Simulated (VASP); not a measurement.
Data:

```
Nb
1.0
   -1.66466     1.66466     1.66466
    1.66466    -1.66466     1.66466
    1.66466     1.66466    -1.66466
Nb
1
Direct
  0.00000   0.00000   0.00000
```

These are RPBE GGA, VASP's PBE PAW potentials (set 64) (plane waves; VASP 6.6.1) values and carry that method's errors. Run with 520 eV cut-off, Gaussian smearing of 0.050 eV, potentials Nb_sv.

### Question
What does the run give for the band gap (along the path) with the smallest direct gap where there is one?

### Answer

```yaml
band gap (along the path): none (metal, semimetal or under 0.01 eV)
```

The absolute energy has meaning only against runs of the same code, potentials and settings.

The compound is Nb in the bcc structure. It was relaxed first.
